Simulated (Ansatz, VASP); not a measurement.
# LiHS: VASP beside Ansatz, part 2 of 2

Aim: how closely do two programs agree when they are given the same cell, functional and k mesh? The cell is taken from a series of runs on this material, whose earlier steps may have relaxed, scaled, displaced or heated it; both programs get it as it stands.

VASP 6.6.1 and Ansatz 0.2.0.

So far: The structure; VASP: dielectric response, PBEsol.

**3. Ansatz: dielectric response, PBEsol**

Level of this step: Ansatz beside VASP: Kohn-Sham DFT, plane waves, PBEsol (Ansatz).

Ansatz runs on its default PAW (the set named soft_2) files.

The same cell, functional and mesh now go to Ansatz, which takes its cutoff from its data sets.

Input file input.yaml:

```yaml
crystal:
  lattice:
    - [6.15687, 0.0, 0.0]
    - [0.0, 2.809205, 2.75739]
    - [0.0, -2.809205, 2.75739]
  atoms:
    - { symbol: Li, position: [0.5, 0.50166, 0.50166] }
    - { symbol: Li, position: [0.0, 0.50166, 0.50166] }
    - { symbol: H, position: [0.25, 0.13309, 0.98349] }
    - { symbol: H, position: [0.75, 0.98349, 0.13309] }
    - { symbol: S, position: [0.75, 0.99876, 0.47534] }
    - { symbol: S, position: [0.25, 0.47534, 0.99876] }
kpoints:
  mp_grid: { grid: [4, 6, 6] }
hamiltonian:
  xc: pbesol
scf:
  occupations: { method: fixed }
dielectric: {}
```

Launch:

```bash
$ ansatz run input.yaml --threads 4 --pin off --max-ram 5529MiB --backend cpu --events-out ev --progress --plain --runs-dir out
```

Numbers of over 12 decimals in the logs are rounded to 6 here.

Log:

```text
Engine: ansatz 0.2.0, aarch64-unknown-linux-gnu
Pseudopotentials: kind: paw
Pseudopotential: Li, paw, valence charge 3, recommended cutoff 420 eV (normal), Li.paw.azcp
Pseudopotential: H, paw, valence charge 1, recommended cutoff 420 eV (normal), H.paw.azcp
Pseudopotential: S, paw, valence charge 6, recommended cutoff 420 eV (normal), S.paw.azcp
Functional definition: PBEsol
  exchange = pbesol_x
  correlation = pbesol_c
Crystal: 6 atoms, lattice volume = 95.383 Å³
Basis set: ecut = 420 eV, 1869 PW (Γ), exchange–correlation on 96×54×54 points (8 copies of the dense FFT grid, shifted against one another)
Bands: 16, of which v1, the nominal top of the filled ones, is band 10 counted from 1 (9 counted from 0)
Symmetry: 4 space group operations
k-points: 76 of 144 (irreducible under 1 space group operation, time reversal used)
Non-local potential: Li, projectors of the file, l = 0: 3, l = 1: 2, l = 2: 1
Non-local potential: H, projectors of the file, l = 0: 2, l = 1: 1
Non-local potential: S, projectors of the file, l = 0: 2, l = 1: 2, l = 2: 2
PAW form: soft (Blöchl's): semilocal exchange-correlation on the pseudo side does not see the compensation charge
PAW frozen core: S, regenerated for the run's functional, and the local potential with it (the file was generated under x = pbe(κ = 0.804, μ = 0.219515), c = pbe(β = 0.066725))
PAW one-centre angular grid: Li, 110 points (default); XC on 64 Gauss nodes
PAW one-centre angular grid: H, 110 points (default); XC on 64 Gauss nodes
PAW one-centre angular grid: S, 110 points (default); XC on 64 Gauss nodes
Initial density: superposition of atomic densities (neutral atoms: chi_scale 0, normalization atom), corrected by the library's trained network
Initial wavefunctions: pseudopotential atomic-orbital guess
Functional: x = pbesol(κ = 0.804, μ = 0.123457), c = pbesol(β = 0.046)
SCF iter   1: F=—  HF=-2211.694873 eV  |F-HF|=—  |Δ(HF+E_count)|=         —  Δρ=3.89e-3  dr2=1.35e-2  ethr=1.77e-3  ⟨swp⟩=5.0  Hψ=6081  notcnv=0  defer=299
preconditioner: auto → none  [insulator: Δε(μ)=3.322 eV  Ē_g=11.002 eV  n_scr=16 (ndim 8)  ℏωp=15.2 eV  f_vac=0.015  ε∞_Penn≈2.9]
SCF iter   2: F=—  HF=-2211.689983 eV  |F-HF|=—  |Δ(HF+E_count)|=   4.89e-3  Δρ=1.43e-3  dr2=1.09e-3  ethr=6.74e-5  ⟨swp⟩=3.0  Hψ=2548  notcnv=0  defer=304
SCF iter   3: F=—  HF=-2211.689979 eV  |F-HF|=—  |Δ(HF+E_count)|=   3.83e-6  Δρ=3.15e-4  dr2=8.37e-5  ethr=5.47e-6  ⟨swp⟩=2.0  Hψ=2004  notcnv=0  defer=304
SCF iter   4: F=—  HF=-2211.690003 eV  |F-HF|=—  |Δ(HF+E_count)|=   2.45e-5  Δρ=6.57e-5  dr2=2.05e-6  ethr=4.18e-7  ⟨swp⟩=2.8  Hψ=1872  notcnv=0  defer=132
SCF iter   5: F=—  HF=-2211.690009 eV  |F-HF|=—  |Δ(HF+E_count)|=   6.03e-6  Δρ=1.09e-5  dr2=7.50e-8  ethr=1.03e-8  ⟨swp⟩=2.9  Hψ=1794  notcnv=0  defer=114
SCF iter   6: F=—  HF=-2211.690009 eV  |F-HF|=—  |Δ(HF+E_count)|=   7.18e-8  Δρ=2.11e-6  dr2=5.15e-9  ethr=3.75e-10  ⟨swp⟩=2.1  Hψ=1642  notcnv=0  defer=114
SCF iter   7: F=-2211.690009 eV  HF=-2211.690009 eV  |F-HF|=2.26e-10  |Δ(HF+E_count)|=  2.16e-10  Δρ=4.42e-7  dr2=8.42e-11  ethr=1.00e-12  ⟨swp⟩=6.6  Hψ=6639  notcnv=0
SCF 1 converged in 7 iterations: F = -2211.690009 eV  dr2 = 8.42e-11
  greatest PAW one-centre occupation: 1.000 electrons in one spin orbital (limit 2), on the Li atom at site 1 (counted from 0), in its partial waves of l = 0
NSCF: frozen V_eff on 2 k-points
DFPT response loops at Γ: preconditioner auto → Resta (q_TF=auto, 2.103 Å⁻¹)  ε∞=4.2 (no band partly filled); β = 1.00, the filter's whole step (`scf.mixing.beta` (0.50) is not read by the response loops at its default; to damp them type it under 1.00, their step now; it binds the ground state too); Broyden in place of MSR1
── the response to a field inside a basis, on 4×6×6 k-points: an SCF that follows is theirs, and a resumed run solves both again ──
Bands: 11, of which v1, the nominal top of the filled ones, is band 10 counted from 1 (9 counted from 0)
k-points: 24 of 144 (time reversal used)
Initial density: handed on by an earlier stage of this run
Initial wavefunctions: pseudopotential atomic-orbital guess (no wavefunctions were taken with the density)
Eigensolver: Dense (24 Hₖ)
SCF iter   1: F=—  HF=-2211.689813 eV  |F-HF|=—  |Δ(HF+E_count)|=         —  Δρ=1.49e-4  dr2=3.46e-6  ethr=1.00e-1
preconditioner: auto → none  [insulator: Δε(μ)=3.862 eV  Ē_g=9.257 eV  n_scr=16 (ndim 8)  ℏωp=15.2 eV  f_vac=0.012  ε∞_Penn≈3.7]
SCF iter   2: F=—  HF=-2211.689817 eV  |F-HF|=—  |Δ(HF+E_count)|=   4.04e-6  Δρ=7.44e-5  dr2=8.14e-7  ethr=1.73e-8
SCF iter   3: F=-2211.689819 eV  HF=-2211.689819 eV  |F-HF|=3.45e-8  |Δ(HF+E_count)|=   1.52e-6  Δρ=7.31e-6  dr2=5.48e-8  ethr=4.07e-9
SCF 1 converged in 3 iterations: F = -2211.689819 eV  dr2 = 5.48e-8
DFPT response loops at Γ: preconditioner auto → none (the input reference at scf.mixing.eps_inf says where Resta's filter doesn't serve); β = 0.50; Broyden in place of MSR1
SCF converged after 7 iterations
Free energy (F): -2211.690009 eV
Harris-Foulkes:  -2211.690009 eV  (|F-HF|=2.26e-10)
Internal energy: -2211.690009 eV  (E = F + TS)
E sigma→0 (E₀):  -2211.690009 eV
Fermi energy:    0.887273 eV
--- Per-component energies (eV) ---
  E_band       = -229.427587
  E_kinetic    = 283.912880
  E_local      = -632.684475  (includes V_loc(G=0)·N_el)
  E_nonlocal   = -5.914266
  E_hartree    = 192.503158
  E_xc         = -230.969214
  E_vxc        = -224.954708  (∫ρ·V_xc dr)
  E_paw        = -1208.751589  (= ΣΔE_a)
  E_vpaw       = -34.791130  (= ΣTr[D̂ρ^β])
  E_aug_tail   = -0.002247  (compensation charges beyond the density's cutoff)
  E_ewald      = -609.908156
  E_core_change = 0.123899  (= ΣΔE_core)
  E_smearing   = -0.000000  (= −TS)
  E_closure    = 0.000000  (closes the sum)
  Σ components = -2211.690009   (vs F -2211.690009, Δ=0.00e0)
--- Band table (eV; the first three rows and the last of 76) ---
  k-point 0: bands = [... 6 lower, -1.2377, 0.2492, 0.3023, 0.8873, 4.2168, 4.5790, 5.9701, 5.9965, ... 2 higher]
  k-point 1: bands = [... 6 lower, -1.1130, -0.2577, 0.3204, 0.7506, 4.5731, 5.2515, 6.3121, 6.7618, ... 2 higher]
  k-point 2: bands = [... 6 lower, -1.0824, -0.7716, 0.3779, 0.4087, 4.9678, 6.1846, 7.5117, 8.0909, ... 2 higher]
  k-point 75: bands = [... 6 lower, -1.0528, -1.0528, -0.1614, -0.1614, 6.3488, 6.3488, 8.3030, 8.3030, ... 2 higher]
--- Dielectric response (ions clamped): 3 representative field directions + reference, inside a basis on a mesh of 144 k-points (Σ response iterations 12) ---
  ε∞ (high-frequency dielectric tensor):
        3.172017     0.000000     0.000000
        0.000000     3.177275     0.000000
        0.000000     0.000000     3.156282
  Born effective charges Z* (e; rows j = field, columns β = displacement):
    site 0:
         1.00745    0.03553    0.00000
         0.02160    0.96541    0.00000
         0.00000    0.00000    0.96062
    site 1:
         1.00745   -0.03553    0.00000
        -0.02160    0.96541    0.00000
        -0.00000    0.00000    0.96062
    site 2:
         0.09383    0.00000   -0.00000
         0.00000    0.12974    0.06167
        -0.00000    0.04148    0.13282
    site 3:
         0.09383   -0.00000   -0.00000
        -0.00000    0.12974   -0.06167
        -0.00000   -0.04148    0.13282
    site 4:
        -1.10129    0.00000   -0.00000
         0.00000   -1.09515   -0.26787
        -0.00000   -0.28868   -1.09344
    site 5:
        -1.10129    0.00000    0.00000
         0.00000   -1.09515    0.26787
        -0.00000    0.28868   -1.09344
  Z* charge neutrality: 1.023e-2 e pre-enforcement
  solved inside a basis spanned on kpoints, on 4×6×6 k-points, its susceptibility summed on 6×10×10: ε∞ is read to err by 1.0e-2, Z* by 1.1e-2 e (field_mesh: kpoints solves on kpoints); Z* is corrected for what the basis lacks
```

Reading the cycles: dr2 is the Hartree energy of the density residual (eV), the measure of convergence; HF is the Harris–Foulkes estimate of the energy, which meets the free energy F at convergence.

**4. Comparison**

Known differences besides the potentials themselves: fixed occupations in Ansatz, narrow Gaussian smearing in VASP; VASP's response is taken on the typed mesh, Ansatz refines its own for the field response alone; the cutoff is 420 eV in Ansatz and 650 eV in VASP; Ansatz makes its cores anew for this functional, VASP keeps those of its PBE data sets. Total energies have different zeros and are not compared.

Both answers:

```
quantity  Ansatz  VASP  difference
   ε∞ xx    3.17  3.18     -0.27 %
   ε∞ yy    3.18  3.19     -0.48 %
   ε∞ zz    3.16  3.17     -0.44 %
```

**5. Outcome**

| Quantity | Value |
| --- | --- |
| difference in ε∞ yy (dielectric response, PBEsol) | -0.48 % |

**Reading.** The difference in ε∞ yy is -0.48 % (dielectric response, PBEsol), within the 5 % picked in this series as the mark of a large difference. How closely two codes agree says nothing of how well the functional describes the real material.

[Lines on the potential files, build, host, timing and source positions are cut from VASP's logs without a mark.]

[Logs are printed without paths, hosts, clocks, repeated set-up lines and the standing remarks that a program may print on its own settings, such as how far it seeks lower states.]

[Hosts, paths, dates, database ids (printed as entryN), source tags and the programs' standing remarks are cut or masked in the printed files.]
